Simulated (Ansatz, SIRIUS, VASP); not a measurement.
# WAu: energy against volume and a worked fit

```
W Au
1.0
     0.00000    2.90921    2.90921
     2.90921    0.00000    2.90921
     2.90921    2.90921    0.00000
W Au
1 1
Direct
  0.00000 0.00000 0.00000
  0.75000 0.75000 0.75000
```

The cell comes from a database or a generator and needn't be the stable form of this composition.

The cell was scaled at fixed shape and fractions and run with SIRIUS, PseudoDojo 0.4.1 PBE standard (scalar relativistic), cutoff 1054 eV; PBE, k mesh 8 × 8 × 8 on the cell of 2 atoms, fermi-dirac occupations of 0.05 eV, no spin polarisation, no spin-orbit coupling. Energies are those that the program minimises, any entropy of the smearing included. For a metal such a mesh isn't converged to the digits shown.

| V (Å³/atom) | energy over the lowest row (meV/atom) |
| --- | --- |
| 23.1448 | 39.32 |
| 23.6372 | 16.73 |
| 24.1297 | ? |
| 24.6221 | 0.00 |
| 25.1145 | 3.78 |
| 25.6070 | 14.45 |
| 26.0994 | 31.23 |

Fit the third-order Birch-Murnaghan form, give V0, B0 and B′, and predict the energy left open.

With y = (V0/V)^(2/3), E = E0 + (9 V0 B0/16) [(y - 1)³ B′ + (y - 1)² (6 - 4y)]. Least squares through the rows shown give V0 = 24.6190 Å³/atom, E0 = 0.00 meV, B0 = 126.2 GPa (1 eV/Å³ = 160.218 GPa) and B′ = 4.96, with a largest miss of 0.01 meV. At V = 24.1297 the form with these constants gives 3.99 meV; the run gave 3.99 meV an atom. Other set-ups at this level, from all their volumes (Å³/atom, GPa): Ansatz, Ansatz PAW (earlier soft set): V0 24.619, B0 126.1; VASP, PBE PAW files Au, W_sv, 520 eV: V0 24.644, B0 126.3.
